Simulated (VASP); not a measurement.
Runs of VASP 6.6.1 on BaZrO3. The structure is cubic, space group Pm-3m (No. 221). The conventional cell has a = 4.235 Å, b = 4.235 Å, c = 4.235 Å, α = 90.00°, β = 90.00°, γ = 90.00°. Ba (site symmetry m-3m) has 12 O at 2.99 Å as nearest neighbours. Zr (site symmetry m-3m) is surrounded by 6 O at 2.12 Å. O (site symmetry 4/mmm) has 2 Zr at 2.12 Å as nearest neighbours. The cell was built by a generator and needn't be a form met in nature.

| task | level | spin | grid for exact exchange (PRECFOCK) | screening parameter | gap on the mesh (eV) | pressure (GPa) |
| --- | --- | --- | --- | --- | --- | --- |
| electrostatic potential | HSE06 | off | Fast | 0.2 1/A | (a) | -3.8 |
| electrostatic potential | r2SCAN | off | - | - | 3.62 | -2.4 |
| band structure | PBE | off | - | - | 3.12 | - |
| electrostatic potential | PBE | non-collinear, zero start, SOC | - | - | - | 0.1 |
| electrostatic potential | PBE | off | - | - | 3.12 | 0.1 |

Alike in all rows: potentials or basis VASP PAW PBE potentials, release 64 (Ba_sv, Zr_sv, O); cell as given; k mesh 6 × 6 × 6; cutoff (eV) 520; smearing gaussian 0.02 eV.

Q: Fill in the values left out.

A: (a) 4.62.

Caveats: spin-orbit coupling is left out, which moves the levels of the heavy elements (some runs); the PAW data sets were made with another functional, which shifts forces and pressure a little (some runs).

A k mesh can miss the band edges, and rows without SOC leave out spin-orbit coupling on Ba, Zr.
